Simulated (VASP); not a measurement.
# BiTe: single point with PBE

The system is BiTe.

```xyz
2
Lattice="0.0000 3.2350 3.2350 3.2350 0.0000 3.2350 3.2350 3.2350 0.0000" Properties=species:S:1:pos:R:3 pbc="T T T"
Bi    0.0000    0.0000    0.0000
Te    3.2350    3.2350    3.2350
```

```yaml
Program: VASP 6.6.1
Task: single point
Functional: PBE
Potentials_or_basis: VASP PAW PBE potentials, release 64 (Bi_d, Te)
Cutoff: 520 eV
k_mesh: 8 × 8 × 8
Occupations: fermi-dirac, width 0.05 eV
Spin: no spin polarisation
```

| Property | Result |
| --- | --- |
| Pressure | 0.6 GPa |
| Band gap on the k mesh | none (metal or under the smearing width) |

Levels at points of the mesh, in eV from the Fermi level:
| k point | band 7 | band 8 | band 9 | band 10 | band 11 | band 12 | band 13 | band 14 |
| --- | --- | --- | --- | --- | --- | --- | --- | --- |
| (0.00, 0.00, 0.00) | -8.13 | -2.55 | -2.55 | -2.55 | 2.16 | 2.16 | 2.16 | 4.67 |
| (0.50, 0.00, 0.00) | -11.24 | -1.92 | -1.92 | -1.60 | -0.81 | -0.61 | -0.61 | 7.33 |
| (0.50, 0.50, 0.00) | -9.95 | -5.65 | -4.01 | -4.01 | 2.25 | 3.59 | 3.59 | 4.96 |

Wall time 26 s on 1 thread of AMD EPYC 9R45 96-Core Processor (Zen 5), with other jobs on the host, peak memory 0.19 GiB.

Caveat: spin-orbit coupling is left out, which moves the levels of the heavy elements.
